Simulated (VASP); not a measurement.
Write the native input for VASP 6.6.1 that does the following.

| Quantity | Value |
| --- | --- |
| Task | relaxation of cell and atoms |
| Functional | r2SCAN |
| Potentials or basis | VASP PAW PBE potentials, release 64 (Cd, Te) |
| Cutoff | 600 eV |
| k mesh | 8 × 8 × 8 |
| Occupations | gaussian, width 0.02 eV |
| Spin | no spin polarisation |
| Further INCAR settings | ALGO = Normal; EDIFF = 1e-06; IBRION = 2; EDIFFG = -0.005; NSW = 80; ISIF = 3 |

The structure of CdTe lies in POSCAR:

```
CdTe
1.0
    0.0000000000      3.2821136000      3.2821136000
    3.2821136000      0.0000000000      3.2821136000
    3.2821136000      3.2821136000      0.0000000000
Cd Te
1 1
Direct
    0.0000000000      0.0000000000      0.0000000000
    0.7500000000      0.7500000000      0.7500000000
```

The cell is a database's computed one.

The input as run:

INCAR

```
  PREC = Accurate
  ENCUT = 600
  EDIFF = 1E-6
  ISMEAR = 0
  SIGMA = 0.02
  LREAL = False
  LASPH = True
  NELM = 120
  ALGO = Normal
  ISIF = 3
  LWAVE = False
  LCHARG = False
  METAGGA = R2SCAN
  LMIXTAU = True
  IBRION = 2
  NSW = 80
  EDIFFG = -0.005
  KPAR = 2
```

KPOINTS

```
regular mesh
0
Gamma
  8 8 8
```

Potentials or basis: VASP PAW PBE potentials, release 64 (Cd, Te).

Run with:

```sh
$ cat potpaw_PBE.64/Cd/POTCAR potpaw_PBE.64/Te/POTCAR > POTCAR
$ mpirun -np 2 vasp_std > vasp.out
```

It gave:

The relaxed volume is 35.29 Å³/atom. The relaxed cell is a = 4.639 Å, b = 4.639 Å, c = 4.639 Å, α = 60.00°, β = 60.00°, γ = 60.00°. The space group after relaxing (to 0.05 Å) is F-43m (No. 216), the energy gained by relaxing is 0.0 meV/atom and the ionic steps are 2. The pressure after relaxing is 0.0 GPa. The band gap on the k mesh is 1.15 eV, direct.

Caveat: the PAW data sets were made with another functional, which shifts forces and pressure a little; spin-orbit coupling is left out, which moves the levels of the heavy elements.

It took 110 s on 2 MPI ranks on Intel(R) Xeon(R) Platinum 8488C (Sapphire Rapids) (shared host), peak memory 0.27 GiB a rank.
